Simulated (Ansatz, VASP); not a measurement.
# CoH (CoH (Fm-3m)) in two plane-wave programs, part 2 of 2

One calculation is typed for both programs; each brings its own data sets. How far apart do they land? The cell is taken from a series of runs on this material, whose earlier steps may have relaxed, scaled, displaced or heated it; both programs get it as it stands.

VASP 6.6.1 and Ansatz 0.2.0.

So far: The structure; Ansatz: relaxation of cell and atoms, r2SCAN.

### 3. VASP: relaxation of cell and atoms, r2SCAN

Level of this step: r2SCAN, spin-polarised from a ferromagnetic start; plane waves and PAW (Co, H) (VASP).

The same cell, functional, mesh and smearing now go to VASP, with its own data sets.

Lines of VASP's logs that name or quote its potential files are left out, and so is its time.

Input file INCAR:

```
SYSTEM = CoH
PREC = Accurate
ENCUT = 660
EDIFF = 1E-07
NELM = 200
ISMEAR = -1
SIGMA = 0.05
LREAL = .FALSE.
ALGO = Normal
METAGGA = R2SCAN
LASPH = .TRUE.
NBANDS = 13
ISPIN = 2
MAGMOM = 1.46 -0.03
LMAXMIX = 4
LORBIT = 11
LWAVE = .FALSE.
LCHARG = .FALSE.
ISIF = 3
IBRION = 2
NSW = 80
EDIFFG = -0.005
GGA_COMPAT = .FALSE.
NELMIN = 4
LMIXTAU = .TRUE.
KPAR = 2
```

Input file POSCAR:

```
CoH
1.0
    0.0000000000      1.8429620000      1.8429620000
    1.8429620000      0.0000000000      1.8429620000
    1.8429620000      1.8429620000      0.0000000000
Co H
1 1
Direct
    0.0000000000      0.0000000000      0.0000000000
    0.5000000000      0.5000000000      0.5000000000
```

Input file KPOINTS:

```
Automatic mesh
0
Gamma
18 18 18
0 0 0
```

Potentials, in the order of the species: Co and H (PBE family, release 64).

Run with:

```sh
$ mpirun -np 2 vasp_std
```

Numbers of over 12 decimals in the logs are rounded to 6 here.

The program printed:

```text
[banner, memory and clock lines left out]
running    2 mpi-ranks, on    1 nodes
 distrk:  each k-point on    1 cores,    2 groups
 distr:  one band on    1 cores,    1 groups

 POSCAR found type information on POSCAR CoH
 POSCAR found :  2 types and       2 ions
|                                                                             |
|               ----> ADVICE to this user running VASP <----                  |
|                                                                             |
|     You enforced a specific xc type in the INCAR file but a different       |
|     [... a line on the potential file left out ...]
|     I HOPE YOU KNOW WHAT YOU ARE DOING!                                     |
|                                                                             |

 LDA part: xc-table for (None), standard interpolation
 POSCAR, INCAR and KPOINTS ok, starting setup
 FFT: planning ... GRIDC
 FFT: planning ... GRID_SOFT
 FFT: planning ... GRID
 WAVECAR not read
 entering main loop
       N       E                     dE             d eps       ncg     rms          rms(c)
DAV:   1     0.289089693521E+02    0.28909E+02   -0.52639E+03 10345   0.111E+03
DAV:   2    -0.176628475446E+02   -0.46572E+02   -0.43099E+02 10935   0.192E+02
DAV:   3    -0.193669530970E+02   -0.17041E+01   -0.16896E+01 12275   0.396E+01
DAV:   4    -0.193854483782E+02   -0.18495E-01   -0.18488E-01 12318   0.368E+00
DAV:   5    -0.193859784658E+02   -0.53009E-03   -0.53007E-03 13559   0.570E-01    0.137E+01
DAV:   6    -0.168507506972E+02    0.25352E+01   -0.25096E+01 13545   0.673E+01    0.816E+00
DAV:   7    -0.165429265498E+02    0.30782E+00   -0.50919E+00 12830   0.265E+01    0.387E+00
DAV:   8    -0.165363483408E+02    0.65782E-02   -0.57731E-02 11799   0.217E+00    0.203E+00
DAV:   9    -0.165271070695E+02    0.92413E-02   -0.24398E-02 13769   0.153E+00    0.528E-01
DAV:  10    -0.165279237575E+02   -0.81669E-03   -0.11867E-02 14182   0.110E+00    0.172E-01
DAV:  11    -0.165281216964E+02   -0.19794E-03   -0.21152E-03 13295   0.497E-01    0.112E-01
DAV:  12    -0.165281760382E+02   -0.54342E-04   -0.44464E-05 13122   0.703E-02    0.759E-02
DAV:  13    -0.165282585662E+02   -0.82528E-04   -0.52174E-04 12236   0.151E-01    0.188E-02
DAV:  14    -0.165282590520E+02   -0.48581E-06   -0.70291E-06 11770   0.287E-02    0.765E-03
DAV:  15    -0.165282602563E+02   -0.12042E-05   -0.35133E-06 11265   0.174E-02    0.286E-03
DAV:  16    -0.165282606676E+02   -0.41139E-06   -0.12953E-06 12080   0.102E-02    0.199E-03
DAV:  17    -0.165282607508E+02   -0.83111E-07   -0.48488E-08  7765   0.208E-03
   1 F= -.16528261E+02 E0= -.16524617E+02  d E =-.165283E+02  mag=     1.4041
 curvature:   0.00 expect dE= 0.000E+00 dE for cont linesearch  0.000E+00
 trial: gam= 0.00000 g(F)=  0.554E-61 g(S)=  0.442E-04 ort = 0.000E+00 (trialstep = 0.100E+01)
 search vector abs. value=  0.442E-04
 bond charge predicted
       N       E                     dE             d eps       ncg     rms          rms(c)
DAV:   1    -0.165286278752E+02   -0.36721E-03   -0.52974E-03 12870   0.106E+00    0.151E-01
DAV:   2    -0.165283332918E+02    0.29458E-03   -0.36510E-03 13301   0.758E-01    0.978E-02
DAV:   3    -0.165282839113E+02    0.49381E-04   -0.44975E-04 12114   0.270E-01    0.460E-02
DAV:   4    -0.165282793233E+02    0.45880E-05   -0.49708E-06 12407   0.191E-02    0.140E-02
DAV:   5    -0.165282750241E+02    0.42992E-05   -0.80974E-06 15003   0.202E-02    0.473E-03
DAV:   6    -0.165282747030E+02    0.32113E-06   -0.38955E-07 11260   0.598E-03    0.192E-03
DAV:   7    -0.165282745850E+02    0.11803E-06   -0.37495E-07 10301   0.440E-03    0.945E-04
DAV:   8    -0.165282744900E+02    0.94960E-07   -0.31702E-08  6075   0.187E-03
   2 F= -.16528274E+02 E0= -.16524652E+02  d E =-.137393E-04  mag=     1.4024
 trial-energy change:   -0.000014  1 .order   -0.000016   -0.000044    0.000013
 step:   0.7351(harm=  0.7757)  dis= 0.00000  next Energy=   -16.528276 (dE=-0.155E-04)
 reached required accuracy - stopping structural energy minimisation
```

Parts of OUTCAR (step 3):

```text
ion  position               nearest neighbor table
   1  0.000  0.000  0.000-   2 1.84   2 1.84   2 1.84   2 1.84   2 1.84   2 1.84
   2  0.500  0.500  0.500-   1 1.84   1 1.84   1 1.84   1 1.84   1 1.84   1 1.84

  LATTYP: Found a face centered cubic cell.
 ALAT       =     3.6859240000

 Subroutine GETGRP returns: Found 48 space group operations
 (whereof 48 operations were pure point group operations)

The static configuration has the point symmetry O_h .

 Found    195 irreducible k-points:

   k-points           NKPTS =    195   k-points in BZ     NKDIM =    195   number of bands    NBANDS=     13

   dimension x,y,z NGX =    24 NGY =   24 NGZ =   24
   dimension x,y,z NGXF=    48 NGYF=   48 NGZF=   48

   ENCUT  =  660.0 eV  48.51 Ry    6.96 a.u.   5.46  5.46  5.46*2*pi/ulx,y,z

   NELECT =      10.0000    total number of electrons

 k-points in reciprocal lattice and weights: Automatic mesh
   0.00000000  0.00000000  0.00000000       0.000
   0.05555556  0.00000000  0.00000000       0.001
   0.11111111  0.00000000  0.00000000       0.001
   0.16666667  0.00000000  0.00000000       0.001
   0.22222222  0.00000000  0.00000000       0.001
   0.27777778  0.00000000  0.00000000       0.001
   0.33333333  0.00000000  0.00000000       0.001
   0.38888889  0.00000000  0.00000000       0.001
   0.44444444  0.00000000  0.00000000       0.001
[...]
-0.27777778  0.44444444  0.22222222       0.004
  -0.27777778  0.50000000  0.22222222       0.002

 average (electrostatic) potential at core
       1 -83.2565       2 -30.5115

 E-fermi :  10.3993

 spin component 1
 k-point     1 :       0.0000    0.0000    0.0000
  band No.  band energies     occupation
    ...
      2       6.9595      1.00000
      3       6.9595      1.00000
      4       6.9595      1.00000
      5       8.2369      1.00000
      6       8.2369      1.00000
      7      25.8281      0.00000
      8      31.8183      0.00000
      9      32.3172      0.00000
     10      32.3172      0.00000
     11      32.3172      0.00000
    ...

 k-point     2 :       0.0556    0.0000    0.0000
  band No.  band energies     occupation
    ...
      2       6.9269      1.00000
      3       6.9853      1.00000
      4       6.9853      1.00000
      5       8.2207      1.00000
      6       8.2207      1.00000
      7      25.2227      0.00000
      8      31.2362      0.00000
      9      32.2327      0.00000
     10      32.2327      0.00000
     11      32.5745      0.00000
    ...

 k-point     3 :       0.1111    0.0000    0.0000
  band No.  band energies     occupation
    ...
      2       6.8313      1.00000
      3       7.0529      1.00000
      4       7.0529      1.00000
      5       8.1824      1.00000
      6       8.1824      1.00000
      7      23.7546      0.00000
      8      29.8568      0.00000
      9      32.0308      0.00000
     10      32.0308      0.00000
     11      33.5425      0.00000
    ...

 k-point     4 :       0.1667    0.0000    0.0000
  band No.  band energies     occupation
    ...
      2       6.6783      1.00000
      3       7.1313      1.00000
      4       7.1313      1.00000
      5       8.1540      1.00000
      6       8.1540      1.00000
      7      21.9180      0.00000
      8      28.4074      0.00000
      9      31.8068      0.00000
     10      31.8068      0.00000
     11      34.8105      0.00000
    ...

 k-point     5 :       0.2222    0.0000    0.0000
  band No.  band energies     occupation
    ...
      2       6.4715      1.00000
      3       7.1719      1.00000
      4       7.1719      1.00000
      5       8.1836      1.00000
      6       8.1836      1.00000
      7      20.0010      0.00000
      8      27.0457      0.00000
      9      31.6309      0.00000
     10      31.6309      0.00000
     11      36.2239      0.00000
    ...

 k-point     6 :       0.2778    0.0000    0.0000
  band No.  band energies     occupation
    ...
      2       6.2064      1.00000
      3       7.1457      1.00000
      4       7.1457      1.00000
      5       8.2955      1.00000
      6       8.2955      1.00000
      7      18.1663      0.00000
      8      25.8326      0.00000
      9      31.5421      0.00000
     10      31.5421      0.00000
     11      36.4827      0.00000
    ...

  Total        0.0071477      0.0071477      0.0071477      0.0000000      0.0000000     -0.0000000
  in kB        0.9163842      0.9163842      0.9163842      0.0000000      0.0000000     -0.0000000
  external PRESSURE =       0.9163842 kB  Pullay stress =       0.0000000 kB

  energy-cutoff  :      660.00
  volume of cell :       12.50
      direct lattice vectors                 reciprocal lattice vectors
     0.000000000  1.841862963  1.841862963    -0.271464278  0.271464278  0.271464278
     1.841862963  0.000000000  1.841862963     0.271464278 -0.271464278  0.271464278
     1.841862963  1.841862963 -0.000000000     0.271464278  0.271464278 -0.271464278

 POSITION                                       TOTAL-FORCE (eV/Angst)
 -----------------------------------------------------------------------------------
      3.68373      3.68373      3.68373         0.000000      0.000000      0.000000
      1.84186      1.84186      1.84186        -0.000000     -0.000000     -0.000000
 -----------------------------------------------------------------------------------
    total drift:                               -0.000000     -0.000000      0.000000

  FREE ENERGIE OF THE ION-ELECTRON SYSTEM (eV)
  ---------------------------------------------------
  free  energy   TOTEN  =       -16.5282744900 eV

  energy  without entropy=      -16.5210288581  energy(sigma->0) =      -16.52465167

 reached required accuracy - stopping structural energy minimisation

 total charge
# of ion       s       p       d       tot
------------------------------------------
    1        0.416   0.577   7.405   8.399
    2        0.512   0.043   0.000   0.555
--------------------------------------------------
tot          0.928   0.620   7.405   8.954

 magnetization (x)
# of ion       s       p       d       tot
------------------------------------------
    1       -0.012  -0.034   1.519   1.473
    2        0.000  -0.006   0.000  -0.006
--------------------------------------------------
tot         -0.012  -0.040   1.519   1.467

[... 6 further parts left out ...]
```

CONTCAR:

```
CoH
   1.00000000000000
     0.0000000000000000    1.8418629626882972    1.8418629626882972
     1.8418629626882972    0.0000000000000000    1.8418629626882972
     1.8418629626882972    1.8418629626882972   -0.0000000000000000
  Co              H
     1     1
Direct
     1.0000000000000000    1.0000000000000000    1.0000000000000000
     0.5000000000000000    0.5000000000000000    0.5000000000000000
```

The cell holds one magnetic atom, so no antiferromagnetic order fits into it. SCAN-type functionals tend to overstate the moments of itinerant magnets.

### 4. Comparison

Known differences besides the potentials themselves: VASP starts from the moments at which Ansatz ended; VASP keeps PBE cores, Ansatz makes them for the functional; the data sets hold 18 valence electrons in Ansatz (on its default PAW (the set named soft_2) files) and 10 in VASP; the cutoff is 500 eV in Ansatz and 660 eV in VASP; Ansatz adds a Pulay correction to the stress that steers its cell, VASP none; site moments are counted in spheres of each program's own size. Total energies have different zeros and are not compared.

The two programs side by side:

```csv
quantity,Ansatz,VASP,difference
volume (Å³),12.49,12.50,-0.02 %
"edge a after relaxation, in the typed setting (Å)",2.605,2.605,-0.01 %
total moment (μB),1.41,1.40,+0.01
moment on Co1 (μB),1.46,1.47,-0.01
```

### 5. Summary of results

```
difference in volume (relaxation of cell and atoms, r2SCAN) : -0.017 %
```

What this shows: The difference in volume is -0.017 % (relaxation of cell and atoms, r2SCAN), within the 1.2 % picked in this series as the mark of a large difference, as far as the stopping tolerances let one tell. The data sets hold unlike numbers of valence electrons (18 in Ansatz and 10 in VASP), so part of the differences comes from the potentials. How closely two codes agree says nothing of how well the functional describes the real material.

[Lines on the potential files, build, host, timing and source positions are cut from VASP's logs without a mark.]

[Logs are printed without paths, hosts, clocks, repeated set-up lines and the standing remarks that a program may print on its own settings, such as how far it seeks lower states.]

[Hosts, paths, dates, database ids (printed as entryN), source tags and the programs' standing remarks are cut or masked in the printed files.]
